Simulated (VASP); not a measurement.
Re (hcp): the lattice constant a from VASP (plane waves, PAW) at several levels of theory. Static lattice. The measured value holds thermal and zero-point effects that the static calculation lacks.

```tsv
level	lattice constant a (Å)	error against measurement
LDA	2.739	-0.8 %
PBE	2.771	+0.4 %
RPBE	2.780	+0.7 %
AM05	2.742	-0.7 %
PBE-D4	2.754	-0.2 %
optB88-vdW	2.778	+0.6 %
SCAN	2.734	-1.0 %
r2SCAN	2.756	-0.2 %
```

Measured: 2.761 Å at 293 K (as given by Wikipedia, Rhenium (infobox)).

The cell of the LDA run:

```
CELL_PARAMETERS angstrom
      1.36930    -2.37170     0.00000
      1.36930     2.37170     0.00000
      0.00000     0.00000     4.43288
ATOMIC_POSITIONS crystal
  Re 0.33333 0.66667 0.25000
  Re 0.66667 0.33333 0.75000
```

Only levels that ran to the end are used. Left out are those held back, those with too coarse a band path, GW runs whose mesh misses a band edge, hybrids' fits of cells that aren't cubic and levels without matching references; a question may draw on a part of the rest.

The compound is Re in the hcp structure.
